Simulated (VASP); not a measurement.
Output of a VASP run:

File OSZICAR:
```
       N       E                     dE             d eps       ncg     rms          rms(c)
DAV:   1     0.612881473060E+03    0.61288E+03   -0.26620E+04 12608   0.178E+03
DAV:   2     0.810194964714E+01   -0.60478E+03   -0.56882E+03 13654   0.524E+02
DAV:   3    -0.643784000666E+02   -0.72480E+02   -0.71060E+02 15050   0.173E+02
DAV:   4    -0.663288764329E+02   -0.19505E+01   -0.18985E+01 14960   0.283E+01
DAV:   5    -0.663736831438E+02   -0.44807E-01   -0.44628E-01 15730   0.434E+00    0.406E+01
DAV:   6    -0.588902421006E+02    0.74834E+01   -0.16458E+02 14710   0.102E+02    0.406E+01
DAV:   7    -0.529556426509E+02    0.59346E+01   -0.11316E+02 15318   0.103E+02    0.184E+01
DAV:   8    -0.507667008335E+02    0.21889E+01   -0.76146E+00 14178   0.241E+01    0.719E+00
DAV:   9    -0.503342167163E+02    0.43248E+00   -0.21391E+00 16650   0.125E+01    0.240E+00
DAV:  10    -0.503556178854E+02   -0.21401E-01   -0.17697E-01 13930   0.360E+00    0.135E+00
DAV:  11    -0.503559670164E+02   -0.34913E-03   -0.34134E-02 16270   0.175E+00    0.572E-01
DAV:  12    -0.503555380435E+02    0.42897E-03   -0.38965E-03 16556   0.523E-01    0.277E-01
DAV:  13    -0.503552051702E+02    0.33287E-03   -0.16188E-03 15836   0.403E-01    0.936E-02
DAV:  14    -0.503552071426E+02   -0.19724E-05   -0.19797E-04 15768   0.112E-01    0.500E-02
DAV:  15    -0.503552067675E+02    0.37514E-06   -0.40452E-05 14898   0.504E-02    0.281E-02
DAV:  16    -0.503552026165E+02    0.41510E-05   -0.15791E-05 16818   0.388E-02    0.743E-03
DAV:  17    -0.503552024546E+02    0.16193E-06   -0.13614E-06 13346   0.911E-03    0.309E-03
DAV:  18    -0.503552025548E+02   -0.10022E-06   -0.31648E-07 12044   0.531E-03    0.125E-03
DAV:  19    -0.503552025467E+02    0.80699E-08   -0.50646E-08  7356   0.182E-03
   1 F= -.50355203E+02 E0= -.50355203E+02  d E =0.000000E+00  mag=     4.0000
```

**OUTCAR**
```
------------------------ aborting loop because EDIFF is reached ----------------------------------------
  FORCE on cell =-STRESS in cart. coord.  units (eV):
  Direction    XX          YY          ZZ          XY          YZ          ZX
  --------------------------------------------------------------------------------------
  Total        0.0290331      0.0290331     -0.0010908      0.0000000      0.0000000      0.0000000
  in kB        0.8041024      0.8041024     -0.0302108      0.0000000      0.0000000      0.0000000
  external PRESSURE =       0.5259980 kB  Pullay stress =       0.0000000 kB
  volume of cell :       57.85
      direct lattice vectors                 reciprocal lattice vectors
     4.446760093  0.000000000  0.000000000     0.224882831  0.000000000  0.000000000
     0.000000000  4.446760093  0.000000000     0.000000000  0.224882831  0.000000000
     0.000000000  0.000000000  2.925537653     0.000000000  0.000000000  0.341817511
 POSITION                                       TOTAL-FORCE (eV/Angst)
 -----------------------------------------------------------------------------------
      0.00000      0.00000      0.00000         0.000000      0.000000     -0.000000
      2.22338      2.22338      1.46277         0.000000      0.000000     -0.000000
      1.35027      1.35027      0.00000        -0.007401     -0.007401     -0.000000
      3.57365      0.87311      1.46277        -0.007401      0.007401      0.000000
      0.87311      3.57365      1.46277         0.007401     -0.007401     -0.000000
      3.09649      3.09649      0.00000         0.007401      0.007401      0.000000
 -----------------------------------------------------------------------------------
    total drift:                                0.000000      0.000000      0.000000
  FREE ENERGIE OF THE ION-ELECTRON SYSTEM (eV)
  ---------------------------------------------------
  free  energy   TOTEN  =       -50.3552025467 eV

  energy  without entropy=      -50.3552025467  energy(sigma->0) =      -50.35520255

 total charge

# of ion       s       p       d       tot
------------------------------------------
    1        0.361   6.452   4.011  10.825
    2        0.361   6.452   4.011  10.825
    3        1.572   3.456   0.000   5.028
    4        1.572   3.456   0.000   5.028
    5        1.572   3.456   0.000   5.028
    6        1.572   3.456   0.000   5.028
--------------------------------------------------
tot          7.009  26.731   8.023  41.762

 magnetization (x)

# of ion       s       p       d       tot
------------------------------------------
    1        0.024   0.032   2.053   2.109
    2        0.024   0.032   2.053   2.109
    3       -0.003  -0.076   0.000  -0.079
    4       -0.003  -0.076   0.000  -0.079
    5       -0.003  -0.076   0.000  -0.079
    6       -0.003  -0.076   0.000  -0.079
--------------------------------------------------
tot          0.037  -0.242   4.106   3.901

 Electric field gradients after diagonalization (V/A^2)
 (convention: |V_zz| > |V_xx| > |V_yy|)
----------------------------------------------------------------------
 ion       V_xx      V_yy      V_zz     asymmetry (V_yy - V_xx)/ V_zz
----------------------------------------------------------------------
   1      34.516    12.441   -46.956       0.470
   2      34.516    12.441   -46.956       0.470
   3     -22.741    -3.748    26.488       0.717
   4     -22.741    -3.748    26.488       0.717
   5     -22.741    -3.748    26.488       0.717
   6     -22.741    -3.748    26.488       0.717
```
(Selected blocks of OUTCAR.)

File POSCAR:
```
CrO2
1
    4.4467600933     0.0000000000     0.0000000000
    0.0000000000     4.4467600933     0.0000000000
    0.0000000000     0.0000000000     2.9255376531
Cr O
2 4
Direct
  0.0000000000   0.0000000000   0.0000000000
  0.5000000000   0.5000000000   0.5000000000
  0.3036522825   0.3036522825   0.0000000000
  0.8036522825   0.1963477175   0.5000000000
  0.1963477175   0.8036522825   0.5000000000
  0.6963477175   0.6963477175   0.0000000000
```

Reconstruct the remaining input files.

One answer among several that fit: the input of the run itself, PBE GGA, plane waves, VASP's PBE PAW potentials (set 64).

**INCAR**
```
ALGO = Normal
EDIFF = 1E-7
ENCUT = 520
GGA = PE
ISIF = 2
ISMEAR = -5
ISPIN = 2
LASPH = T
LCHARG = T
LEFG = T
LMAXMIX = 4
LORBIT = 11
LREAL = F
LWAVE = F
MAGMOM = 2*2.1 4*-0.1
NEDOS = 601
NELM = 100
PREC = Accurate
SYSTEM = CrO2
```

### KPOINTS
```
K-points
0
gamma
  8 8 12
```

POTCAR, in this order: Cr_pv O (PBE.64 set). Program: vasp_std.

For a metal the tetrahedron method with Blöchl corrections gives inexact stress and forces.

The compound is CrO2 in the rutile structure. It was relaxed first.
